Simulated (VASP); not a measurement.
A convergence study with VASP on CdTe (zinc blende): one setting is varied, all else stays as given below, so the limit is that of these other settings. Each run relaxes cell and ions; the cell shown is the tightest run's result. The basis is that of the starting cell, so low cut-offs carry a Pulay error.

```
CdTe
1.0
    0.00000     3.31190     3.31190
    3.31190     0.00000     3.31190
    3.31190     3.31190     0.00000
Cd Te
1 1
Direct
  0.00000   0.00000   0.00000
  0.25000   0.25000   0.25000
```

These are PBE GGA, VASP's PBE PAW potentials (set 64) (plane waves; VASP) values and carry that method's errors. The tightest run used: 700 eV cut-off, 6×6×6 Γ-centred mesh, Gaussian smearing of 0.050 eV, potentials Cd Te.

The reference is ENCUT = 700, which took about 90 core-seconds. Times come from single runs on busy shared machines, so they are rough: good to a factor of about 2.

Problem. Of the settings ENCUT = 200; ENCUT = 250; ENCUT = 300; ENCUT = 350; ENCUT = 400; ENCUT = 450; ENCUT = 500; ENCUT = 550; ENCUT = 600; ENCUT = 650; ENCUT = 700, which is the lowest that keeps the difference from the reference in relaxed volume (Å³/atom) within 0.05 from there on, and what does it cost?

Solution. ENCUT = 500; its cost over the reference is within a factor of 2.
| setting | difference in relaxed volume (Å³/atom) | cost over the reference |
|---|---|---|
| ENCUT = 200 | 7.920 | within a factor of 2 |
| ENCUT = 250 | 2.777 | about 1/4 |
| ENCUT = 300 | 0.149 | about 1/2 |
| ENCUT = 350 | 0.180 | about 1/2 |
| ENCUT = 400 | 0.315 | about 1/2 |
| ENCUT = 450 | 0.144 | about 1/2 |
| ENCUT = 500 | 0.003 | within a factor of 2 |
| ENCUT = 550 | 0.018 | within a factor of 2 |
| ENCUT = 600 | 0.007 | within a factor of 2 |
| ENCUT = 650 | 0.014 | within a factor of 2 |
| ENCUT = 700 | 0.000 | reference |

Left out are rungs that failed or repeat a setting and relaxations that didn't move; long series are thinned to 24 rows.

The compound is CdTe in the zinc blende structure.
